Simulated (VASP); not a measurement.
The system is SiGeH6, in a box.

```
Si Ge H
1.0
    13.00000    0.00000    0.00000
     0.00000   13.00000    0.00000
     0.00000    0.00000   14.00000
Si Ge H
1 1 6
Direct
  0.45897 0.53295 0.43005
  0.53946 0.47293 0.57203
  0.35295 0.56916 0.45143
  0.45327 0.44873 0.35840
  0.51878 0.61972 0.38882
  0.54634 0.55965 0.64645
  0.64905 0.43472 0.55072
  0.47800 0.38351 0.61579
```

Base run:

| Quantity | Value |
| --- | --- |
| Program | VASP 6.6.1 |
| Functional | PBE |
| Dispersion | TS |
| Potentials or basis | VASP PAW PBE potentials, release 64 (Si, Ge_d, H) |
| Cutoff | 520 eV |
| k mesh | 1 × 1 × 1 |
| Occupations | gaussian, width 0.01 eV |
| Spin | no spin polarisation |

Its results: gap between the frontier levels 6.22 eV; largest force 0.133 eV/Å.

Task: After a change of settings the same cell gave: gap between the frontier levels 6.98 eV; largest force 0.267 eV/Å. Which change was it?
A. functional from PBE to SCAN; dispersion from TS to D3(BJ)
B. dispersion from TS to none; further incar settings from ALGO = Normal; EDIFF = 1e-06 to ALGO = Normal; EDIFF = 1e-07; NBANDS = 22
C. dispersion from TS to none; further incar settings from ALGO = Normal; EDIFF = 1e-06 to ALGO = Fast; EDIFF = 1e-06

Result: A.

Caveats: the PAW data sets were made with another functional, which shifts forces and pressure a little (some runs).
